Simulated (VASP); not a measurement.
```yaml
crystal:
  lattice:
    - [3.92998, 0.00000, 0.00000]
    - [0.00000, 3.92998, 0.00000]
    - [0.00000, 0.00000, 3.92998]
  atoms:
    - { symbol: La, position: [0.00000, 0.00000, 0.00000] }
    - { symbol: B, position: [0.80156, 0.50000, 0.50000] }
    - { symbol: B, position: [0.50000, 0.19844, 0.50000] }
    - { symbol: B, position: [0.50000, 0.80156, 0.50000] }
    - { symbol: B, position: [0.19844, 0.50000, 0.50000] }
    - { symbol: B, position: [0.50000, 0.50000, 0.80156] }
    - { symbol: B, position: [0.50000, 0.50000, 0.19844] }
```

All values below come from LDA (Ceperley-Alder, Perdew-Zunger), VASP's LDA PAW potentials (set 64) (plane waves; VASP). Run with 620 eV cut-off, 8×8×8 Γ-centred mesh, first-order Methfessel-Paxton smearing of 0.10 eV, potentials La B.

Estimate the energy per atom (σ→0), pressure, band gap (on the k-mesh) with the smallest direct gap where there is one.

```json
{
 "band gap (on the k-mesh)": "none (metal, semimetal or under 0.01 eV)",
 "energy per atom (σ→0)": "-7.672 eV/atom",
 "pressure": "30.08 GPa"
}
```

The absolute energy has meaning only against runs of the same code, potentials and settings.

The compound is LaB6 in the cab6 structure. It was relaxed first under an external pressure of 30 GPa. The electron count is odd and the run is not spin-polarised, which forces a metal.
